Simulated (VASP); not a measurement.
# Vibrations of Te at several levels of theory, part 3 of 3

Aim: the vibrations of Te at the zone centre, at several levels of theory. The starting structure is a measured crystal structure from the Crystallography Open Database.

VASP 6.6.1.

Results so far: LDA E (2) 126.6 cm⁻¹; LDA at the measured cell E (2) 127.8 cm⁻¹; PBEsol E (2) 125.9 cm⁻¹.

## (5) Modes with PBE

Level of this step: PBE; plane waves and PAW (Te) (VASP).

PBE, the usual starting point, adds the gradient of the density. The cell comes from a relaxation at this level, not shown (104.93 Å³).

File INCAR:

```
SYSTEM = Te
PREC = Accurate
ENCUT = 450
EDIFF = 1E-08
NELM = 100
ISMEAR = 0
SIGMA = 0.03
LREAL = .FALSE.
ALGO = Normal
GGA = PE
NBANDS = 15
LORBIT = 11
LWAVE = .FALSE.
LCHARG = .FALSE.
KPAR = 4
IBRION = 8
LEPSILON = .TRUE.
LPEAD = .TRUE.
ISIF = 2
```

File POSCAR:

```
Te
1.0
    4.5085635967      0.0000000000      0.0000000000
   -2.2542817983      3.9045306092      0.0000000000
    0.0000000000      0.0000000000      5.9603898890
Te
3
Direct
    0.7305097959      0.7305097959      0.0000000000
    0.0000000000      0.2694902041      0.6666666667
    0.2694902041      0.0000000000      0.3333333333
```

File KPOINTS:

```
Automatic mesh
0
Gamma
8 8 6
0 0 0
```

PAW data sets: Te (PBE family, release 64).

Run with:

```console
$ mpirun -np 4 vasp_std
```

The log of the run:

```text
[banner, memory and clock lines left out]
running    4 mpi-ranks, on    1 nodes
[...]
LDA part: xc-table for (Slater+PW92), standard interpolation
 POSCAR, INCAR and KPOINTS ok, starting setup
[...]
entering main loop
       N       E                     dE             d eps       ncg     rms          rms(c)
DAV:   1     0.680405897346E+02    0.68041E+02   -0.60053E+03  1500   0.852E+02
DAV:   2    -0.490789014162E+01   -0.72948E+02   -0.69880E+02  1999   0.134E+02
DAV:   3    -0.936437231796E+01   -0.44565E+01   -0.44338E+01  1738   0.373E+01
DAV:   4    -0.944841368072E+01   -0.84041E-01   -0.84026E-01  2361   0.603E+00
[...]
DAV:  13    -0.942659929823E+01   -0.16702E-06   -0.48483E-07  1836   0.418E-03    0.204E-03
DAV:  14    -0.942659933432E+01   -0.36082E-07   -0.18236E-08  1769   0.841E-04    0.364E-04
DAV:  15    -0.942659933584E+01   -0.15243E-08   -0.80296E-09  1450   0.566E-04
   1 F= -.94265993E+01 E0= -.94265993E+01  d E =-.572419E-17
 Linear response reoptimize wavefunctions to high precision
[...]
RMM:  11    -0.465362257499E-01    0.29763E-10   -0.73295E-09 10864   0.109E-05    0.117E-05
 first order change of Fermi-energy   0.12346E+00
 force on displaced ion       1 direction 1 :  -2.470  -0.307  -0.606
 Born effective charge ion    1 direction 1 :  -1.360   2.290   2.632
 Linear response progress:
  Degree of freedom:   2/  2
       N       E                     dE             d eps       ncg     rms          rms(c)
RMM:   1    -0.565427255722E-01   -0.56543E-01    0.44093E-02 14022   0.105E+00
RMM:   2    -0.538627038016E-01    0.26800E-02   -0.28196E-03  9289   0.295E-01    0.201E-01
RMM:   3    -0.536807250093E-01    0.18198E-03   -0.35779E-04  9783   0.858E-02    0.135E-01
RMM:   4    -0.536422271336E-01    0.38498E-04   -0.15037E-05  9981   0.240E-02    0.662E-02
[...]
RMM:  10    -0.536335231806E-01   -0.51384E-07   -0.23580E-08 10638   0.638E-05    0.980E-06
RMM:  11    -0.536335337638E-01   -0.10583E-07   -0.45168E-09 10546   0.185E-05    0.614E-06
RMM:  12    -0.536335338520E-01   -0.88250E-10    0.11856E-09 10521   0.637E-06    0.172E-06
 first order change of Fermi-energy  -0.25040E-04
 force on displaced ion       1 direction 3 :  -0.604   0.352  -4.890
 Born effective charge ion    1 direction 3 :   2.075  -1.172  -0.004
 Born effective charges drift removed
 Linear response finished
```

The job ended after 9.5 min (4 MPI ranks of AMD EPYC 7R43, shared host; peak memory 2.7 GiB).

OUTCAR, selected parts (step 5):

```text
  Total        0.0043729      0.0043729      0.0040943      0.0000000      0.0000000      0.0000000
  in kB        0.0667719      0.0667719      0.0625182      0.0000000      0.0000000      0.0000000
  external PRESSURE =       0.0653540 kB  Pullay stress =       0.0000000 kB

 POSITION                                       TOTAL-FORCE (eV/Angst)
 -----------------------------------------------------------------------------------
      1.64677      2.85230      0.00000        -0.000391     -0.000677      0.000000
     -0.60751      1.05223      3.97359        -0.000391      0.000677      0.000000
      1.21501      0.00000      1.98680         0.000782      0.000000     -0.000000
 -----------------------------------------------------------------------------------
    total drift:                                0.000000     -0.000000      0.000000

 MACROSCOPIC STATIC DIELECTRIC TENSOR (including local field effects in DFT)
 ------------------------------------------------------
          33.644859     0.000000     0.000000
           0.000000    33.644859     0.000000
           0.000000     0.000000    53.237099
 ------------------------------------------------------

 MACROSCOPIC STATIC DIELECTRIC TENSOR IONIC CONTRIBUTION
 ------------------------------------------------------
          16.325009     0.000000    -0.000000
           0.000000    16.325009    -0.000000
          -0.000000     0.000000    14.684650
 ------------------------------------------------------

[... 1 part as in an earlier step ...]

[... 1 further part left out ...]
```

With PBE the modes are E (2) 129.4, A1 107.1, A2 83.3, E (1) 81.3 cm⁻¹; the largest shift is +10.7 cm⁻¹, in A1, from LDA.

## (6) Modes with PBEsol + D3(BJ)

D3 with Becke-Johnson damping keeps a finite attraction at short range. The cell comes from a relaxation at this level, not shown (90.64 Å³).

File INCAR:

```
SYSTEM = Te
PREC = Accurate
ENCUT = 450
EDIFF = 1E-08
NELM = 100
ISMEAR = 0
SIGMA = 0.03
LREAL = .FALSE.
ALGO = Normal
GGA = PS
IVDW = 12
NBANDS = 15
LORBIT = 11
LWAVE = .FALSE.
LCHARG = .FALSE.
KPAR = 4
IBRION = 6
NFREE = 2
POTIM = 0.015
NSW = 1
ISIF = 2
```

File POSCAR:

```
Te
1.0
    4.1922254906      0.0000000000      0.0000000000
   -2.0961127453      3.6305737732      0.0000000000
    0.0000000000      0.0000000000      5.9551044812
Te
3
Direct
    0.7052329391      0.7052329391      0.0000000000
    0.0000000000      0.2947670609      0.6666666667
    0.2947670609      0.0000000000      0.3333333333
```

KPOINTS is that of step 5.

Run with:

```console
$ mpirun -np 4 vasp_std
```

The log of the run:

```text
[banner, memory and clock lines left out]
running    4 mpi-ranks, on    1 nodes
[...]
[... a notice as in an earlier step ...]

 LDA part: xc-table for (Slater+PW92), standard interpolation
 POSCAR, INCAR and KPOINTS ok, starting setup
[...]
entering main loop
       N       E                     dE             d eps       ncg     rms          rms(c)
DAV:   1     0.677350354981E+02    0.67735E+02   -0.60766E+03  1500   0.865E+02
DAV:   2    -0.636891834436E+01   -0.74104E+02   -0.70848E+02  2100   0.137E+02
DAV:   3    -0.104908763736E+02   -0.41220E+01   -0.41045E+01  1731   0.370E+01
DAV:   4    -0.105569820935E+02   -0.66106E-01   -0.66095E-01  2236   0.554E+00
[...]
DAV:  12    -0.105394811058E+02   -0.70979E-07   -0.41295E-07  1983   0.379E-03    0.244E-03
DAV:  13    -0.105394810645E+02    0.41230E-07   -0.49064E-08  1808   0.139E-03    0.914E-04
DAV:  14    -0.105394810651E+02   -0.56787E-09   -0.16682E-09  1170   0.268E-04
   1 F= -.11916318E+02 E0= -.11916318E+02  d E =-.424570E-08
[... from here on, the cycles between the ionic steps are left out ...]
   2 F= -.11916063E+02 E0= -.11916063E+02  d E =-.347683E-08
   3 F= -.11916054E+02 E0= -.11916054E+02  d E =-.143130E-07
   4 F= -.11915746E+02 E0= -.11915746E+02  d E =-.963171E-07
   5 F= -.11915746E+02 E0= -.11915746E+02  d E =-.962545E-07
 Finite differences progress:
  Degree of freedom:   2/  2
  Displacement:        2/  2
  Total:               4/  4
```

Run time: 2.5 min. Hardware: 4 MPI ranks; peak memory 1.6 GiB; 9.7 min of CPU time.

From OUTCAR (step 6):

```text
 Edisp (eV)   -1.37683

 Edisp (eV)   -1.37683

  Total      -0.02051     0.02081    -0.00080    -0.01165    -0.04844    -0.02778
  in kB      -0.36261     0.36778    -0.01408    -0.20591    -0.85620    -0.49114
  external pressure =       -0.00 kB  Pullay stress =        0.00 kB

 POSITION                                       TOTAL-FORCE (eV/Angst)
 -----------------------------------------------------------------------------------
      1.47825      2.56040     -0.01500         0.003278     -0.002401      0.076214
     -0.61786      1.07017      3.97007         0.000121      0.004243     -0.039224
      1.23573      0.00000      1.98503        -0.003399     -0.001842     -0.036990
 -----------------------------------------------------------------------------------
    total drift:                               -0.000008      0.000016      0.000043

  FREE ENERGIE OF THE ION-ELECTRON SYSTEM (eV)
  ---------------------------------------------------
  free  energy   TOTEN  =       -11.9157459461 eV

  energy  without entropy=      -11.9157458499  energy(sigma->0) =      -11.91574590

[... 1 part as in an earlier step ...]

[... 2 further parts left out ...]
[key lines of the parts left out:]
E-fermi :   7.3066
```

The last energy, forces and stress in OUTCAR belong to the last displaced cell, not to that of POSCAR.

With PBEsol + D3(BJ) the modes are E (2) 128.0, A1 94.3, A2 89.1, E (1) 80.0 cm⁻¹; the largest shift is -2.1 cm⁻¹, in A1, from LDA.

## (7) Modes with r2SCAN

r2SCAN adds the kinetic-energy density, costs more than a GGA and is run with LASPH. The cell comes from a relaxation at this level, not shown (108.52 Å³).

INCAR: that of step 6 with these lines changed.

```diff
@@ -9,4 +9,4 @@
 ALGO = Normal
-GGA = PS
-IVDW = 12
+METAGGA = R2SCAN
+LASPH = .TRUE.
 NBANDS = 15
```

File POSCAR:

```
Te
1.0
    4.6034388976      0.0000000000      0.0000000000
   -2.3017194488      3.9866950300      0.0000000000
    0.0000000000      0.0000000000      5.9130869868
Te
3
Direct
    0.7446375207      0.7446375207      0.0000000000
    0.0000000000      0.2553624793      0.6666666667
    0.2553624793      0.0000000000      0.3333333333
```

KPOINTS is that of step 6.

Run with:

```console
$ mpirun -np 4 vasp_std
```

The log of the run:

```text
[banner, memory and clock lines left out]
running    4 mpi-ranks, on    1 nodes
[...]
[... a notice as in an earlier step ...]

 LDA part: xc-table for (None), standard interpolation
 POSCAR, INCAR and KPOINTS ok, starting setup
[...]
entering main loop
       N       E                     dE             d eps       ncg     rms          rms(c)
DAV:   1     0.291578120994E+00    0.29158E+00   -0.61175E+03  1500   0.871E+02
DAV:   2    -0.748225468457E+02   -0.75114E+02   -0.71334E+02  1992   0.138E+02
DAV:   3    -0.792563920572E+02   -0.44338E+01   -0.44133E+01  1808   0.379E+01
DAV:   4    -0.793243120392E+02   -0.67920E-01   -0.67909E-01  2177   0.561E+00
[...]
DAV:  12    -0.762453565860E+02    0.11866E-06   -0.54936E-06  1969   0.148E-02    0.518E-03
DAV:  13    -0.762453562197E+02    0.36628E-06   -0.40400E-07  2125   0.504E-03    0.220E-03
DAV:  14    -0.762453562255E+02   -0.57885E-08   -0.22700E-08  1799   0.991E-04
   1 F= -.76245356E+02 E0= -.76245356E+02  d E =-.923891E-23
[... from here on, the cycles between the ionic steps are left out ...]
   2 F= -.76245027E+02 E0= -.76245027E+02  d E =-.245000E-11
   3 F= -.76245023E+02 E0= -.76245023E+02  d E =-.723042E-11
   4 F= -.76244712E+02 E0= -.76244712E+02  d E =-.705108E-21
   5 F= -.76244712E+02 E0= -.76244712E+02  d E =-.704382E-21
 Finite differences progress:
  Degree of freedom:   2/  2
  Displacement:        2/  2
  Total:               4/  4
```

Run time: 13 min. Hardware: 4 MPI ranks; peak memory 1.8 GiB.

Parts of OUTCAR (step 7):

```text
  Total       -0.0404804      0.0433824      0.0025032     -0.0235074     -0.1005579     -0.0570518
  in kB       -0.5976479      0.6404930      0.0369563     -0.3470603     -1.4846265     -0.8423073
  external PRESSURE =       0.0266005 kB  Pullay stress =       0.0000000 kB

 POSITION                                       TOTAL-FORCE (eV/Angst)
 -----------------------------------------------------------------------------------
      1.71395      2.96864     -0.01500         0.012191     -0.009049      0.085956
     -0.58777      1.01805      3.94206        -0.000186      0.016216     -0.043765
      1.17555      0.00000      1.97103        -0.012004     -0.007167     -0.042191
 -----------------------------------------------------------------------------------
    total drift:                               -0.000001     -0.000002      0.000083

  FREE ENERGIE OF THE ION-ELECTRON SYSTEM (eV)
  ---------------------------------------------------
  free  energy   TOTEN  =       -76.2447118867 eV

  energy  without entropy=      -76.2447118867  energy(sigma->0) =      -76.24471189

[... 1 part as in an earlier step ...]

[... 2 further parts left out ...]
[key lines of the parts left out:]
E-fermi :   5.2041
```

With r2SCAN the modes are E (2) 142.4, A1 127.8, E (1) 88.1, A2 82.3 cm⁻¹; the largest shift is +31.4 cm⁻¹, in A1, from LDA.

## (8) Modes with r2SCAN + rVV10

rVV10 adds a nonlocal correlation energy for dispersion. The cell comes from a relaxation at this level, not shown (103.13 Å³).

INCAR: that of step 7 with these lines changed.

```diff
@@ -10,2 +10,6 @@
 METAGGA = R2SCAN
+LUSE_VDW = .TRUE.
+IVDW_NL = 2
+BPARAM = 11.95
+CPARAM = 0.0093
 LASPH = .TRUE.
```

File POSCAR:

```
Te
1.0
    4.4717806209      0.0000000000      0.0000000000
   -2.2358903104      3.8726756178      0.0000000000
    0.0000000000      0.0000000000      5.9550081653
Te
3
Direct
    0.7346815890      0.7346815890      0.0000000000
    1.0000000000      0.2653184110      0.6666666667
    0.2653184110      0.0000000000      0.3333333333
```

KPOINTS is that of step 7.

Run with:

```console
$ mpirun -np 4 vasp_std
```

The log of the run:

```text
[banner, memory and clock lines left out]
running    4 mpi-ranks, on    1 nodes
[...]
|                                                                             |
|               ----> ADVICE to this user running VASP <----                  |
|                                                                             |
|     You have switched on vdW-DFT.                                           |
|     This routine was written and supplied by Jiri Klimes. We recommend      |
|     that you carefully read and cite the following publications:            |
|       J. Klimes, D.R. Bowler, A. Michelides                                 |
|          J. Phys.: Cond Matt. 22 022201 (2010)                              |
|       J. Klimes, D.R. Bowler, A. Michelides                                 |
|          Phys. Rev. B. 83, 195131 (2011)                                    |
|     and references therein.                                                 |
|                                                                             |

[...]
DAV:  13    -0.757419171236E+02    0.28441E-06   -0.23106E-07  2039   0.380E-03    0.192E-03
Total rVV10 correction in eV:      0.4884638    27.8910399
Total rVV10 correction in eV:      0.4884638    27.8910399
Total rVV10 correction in eV:      0.4884638    27.8910399
Total rVV10 correction in eV:      0.4884638    27.8910399
DAV:  14    -0.757419171154E+02    0.81967E-08   -0.21165E-08  1711   0.941E-04
Total rVV10 correction in eV:      0.4884633    27.8910399
Total rVV10 correction in eV:      0.4884633    27.8910399
Total rVV10 correction in eV:      0.4884633    27.8910399
Total rVV10 correction in eV:      0.4884633    27.8910399
Total rVV10 correction in eV:      0.4884634    27.8910399
Total rVV10 correction in eV:      0.4884634    27.8910399
Total rVV10 correction in eV:      0.4884634    27.8910399
Total rVV10 correction in eV:      0.4884634    27.8910399
   1 F= -.75741917E+02 E0= -.75741917E+02  d E =-.144228E-14
[... from here on, the cycles between the ionic steps are left out ...]
   2 F= -.75741594E+02 E0= -.75741594E+02  d E =-.782869E-16
   3 F= -.75741599E+02 E0= -.75741599E+02  d E =-.367731E-15
   4 F= -.75741296E+02 E0= -.75741296E+02  d E =-.345227E-13
   5 F= -.75741296E+02 E0= -.75741296E+02  d E =-.344848E-13
 Finite differences progress:
  Degree of freedom:   2/  2
  Displacement:        2/  2
  Total:               4/  4
```

The job ended after 15 min (4 MPI ranks; peak memory 2 GiB).

Parts of OUTCAR (step 8):

```text
  Total       -0.0385400      0.0350154     -0.0021617     -0.0206496     -0.0876523     -0.0498364
  in kB       -0.5987537      0.5439952     -0.0335846     -0.3208103     -1.3617584     -0.7742542
  external PRESSURE =      -0.0294477 kB  Pullay stress =       0.0000000 kB

 POSITION                                       TOTAL-FORCE (eV/Angst)
 -----------------------------------------------------------------------------------
      1.64267      2.84518     -0.01500         0.009025     -0.007215      0.082803
     -0.59322      1.02749      3.97001        -0.000283      0.012611     -0.042251
      1.18645      0.00000      1.98500        -0.008742     -0.005396     -0.040552
 -----------------------------------------------------------------------------------
    total drift:                                0.000041     -0.000016      0.000161

  FREE ENERGIE OF THE ION-ELECTRON SYSTEM (eV)
  ---------------------------------------------------
  free  energy   TOTEN  =       -75.7412957064 eV

  energy  without entropy=      -75.7412957064  energy(sigma->0) =      -75.74129571

[... 1 part as in an earlier step ...]

[... 2 further parts left out ...]
[key lines of the parts left out:]
E-fermi :   5.7680
```

With r2SCAN + rVV10 the modes are E (2) 137.3, A1 117.5, E (1) 88.0, A2 87.9 cm⁻¹; the largest shift is +21.1 cm⁻¹, in A1, from LDA.

## (9) The runs compared

```
                     run  E (2)     A1    A2  E (1)                method  core minutes
                     LDA  126.6   96.4  89.1   81.0   perturbation theory          26.3
LDA at the measured cell  127.8  104.5  84.7   81.1   perturbation theory          27.7
                  PBEsol  125.9   97.1  88.0   80.4   perturbation theory          27.8
                     PBE  129.4  107.1  83.3   81.3   perturbation theory          38.1
         PBEsol + D3(BJ)  128.0   94.3  89.1   80.0  finite displacements           9.8
                  r2SCAN  142.4  127.8  82.3   88.1  finite displacements          50.7
          r2SCAN + rVV10  137.3  117.5  87.9   88.0  finite displacements          60.3
```

Modes are in cm⁻¹, degenerate ones as one, matched between runs by symmetry and order. A number in brackets counts the listed modes of one symmetry from the lowest. The symmetry labels come from an automatic analysis and can be wrong where levels nearly coincide. Core minutes are wall time times ranks of the run shown, on a shared host.

## (10) Summary of results

```json
{
  "E (2), LDA": "126.6 cm⁻¹",
  "E (1), LDA": "81.0 cm⁻¹",
  "E (2), LDA at the measured cell": "127.8 cm⁻¹",
  "E (1), LDA at the measured cell": "81.1 cm⁻¹",
  "E (2), PBEsol": "125.9 cm⁻¹",
  "E (1), PBEsol": "80.4 cm⁻¹",
  "E (2), PBE": "129.4 cm⁻¹",
  "E (1), PBE": "81.3 cm⁻¹",
  "E (2), PBEsol + D3(BJ)": "128.0 cm⁻¹",
  "E (1), PBEsol + D3(BJ)": "80.0 cm⁻¹",
  "E (2), r2SCAN": "142.4 cm⁻¹",
  "E (1), r2SCAN": "88.1 cm⁻¹",
  "E (2), r2SCAN + rVV10": "137.3 cm⁻¹",
  "E (1), r2SCAN + rVV10": "88.0 cm⁻¹"
}
```

What this shows: On the cells relaxed at each level, the E (2) mode of Te, the highest of the listed ones in the run with LDA, lies between 126 cm⁻¹ (PBEsol) and 142 cm⁻¹ (r2SCAN). On the cells relaxed at each level, the E (1) mode of Te, the lowest of the listed ones in the run with LDA, lies between 80.0 cm⁻¹ (PBEsol + D3(BJ)) and 88.1 cm⁻¹ (r2SCAN). Taking the measured cell, +8.6 % in volume, instead of the one relaxed with LDA moves A1 by +8.1 cm⁻¹. The edges differ by a +4.2 %, b +4.2 % and c -0.1 %. Some levels use perturbation theory and the others finite displacements, so their times can't be compared. LASPH is on in some of these runs and off in others, which adds a little to the differences. The dielectric constants and Born charges in the logs aren't compared here; at a small gap they can be far off, and in a run without a gap they mean nothing. The relaxed cells differ from the measured one by up to 6 % along an edge (PBEsol + D3(BJ)), so the modes are those of cells that far off. The frequencies are harmonic. Further runs on this material are not shown.

[Lines on the potential files, build, host, timing and source positions are cut from VASP's logs without a mark.]

[Logs are printed without paths, hosts, clocks, repeated set-up lines and the standing remarks that a program may print on its own settings, such as how far it seeks lower states.]

[Hosts, paths, dates, database ids (printed as entryN), source tags and the programs' standing remarks are cut or masked in the printed files.]
